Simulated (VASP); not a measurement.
**ZnGaP: equilibrium volume by level of theory**

```
Zn Ga P
1.0
     4.01594    0.00000    0.00000
    -2.00797    3.47791    0.00000
     0.00000    0.00000    4.40420
Zn Ga P
1 1 1
Direct
  0.00000 0.00000 0.50000
  0.66667 0.33333 0.00000
  0.33333 0.66667 0.50000
```

The cell comes from a database or a generator and needn't be the stable form of this composition.

| rung | level | program and potentials | cutoff (eV) | k mesh | smearing | equilibrium volume (Å³/atom) | notes |
| --- | --- | --- | --- | --- | --- | --- | --- |
| GGA | PBEsol | VASP, PBE PAW files Ga_d, P, Zn, 600 eV | 600 | 8 × 8 × 6 | fermi-dirac 0.05 | 19.05 | potentials made for PBE |
| GGA + dispersion | PBEsol+D3(BJ) | VASP, PBE PAW files Ga_d, P, Zn, 600 eV | 600 | 8 × 8 × 6 | fermi-dirac 0.05 | 18.06 | potentials made for PBE |
| GGA + dispersion | PBEsol+D3(zero damping) | VASP, PBE PAW files Ga_d, P, Zn, 600 eV | 600 | 8 × 8 × 6 | fermi-dirac 0.05 | 18.60 | potentials made for PBE |
| GGA + dispersion | PBEsol+D4 | VASP, PBE PAW files Ga_d, P, Zn, 600 eV | 600 | 8 × 8 × 6 | fermi-dirac 0.05 | 18.42 | potentials made for PBE |
| non-local van der Waals functional | PBEsol+rVV10 | VASP, PBE PAW files Ga_d, P, Zn, 600 eV | 600 | 8 × 8 × 6 | fermi-dirac 0.05 | 18.91 | potentials made for PBE |

Task: relaxation of cell and atoms. All rows: no spin polarisation. Smearing widths are in eV. For a metal such meshes aren't converged. Meshes are those of the run's cell of 3 atoms unless a note names another. Relaxations start from the cell shown or near it and stop with a little pressure left. Runs on faulty files, with rough fits or with known faults for this quantity aren't shown. No row holds spin-orbit coupling.

By rung: GGA 19.05; GGA + dispersion 18.06 to 18.60; non-local van der Waals functional 18.91 (Å³/atom).
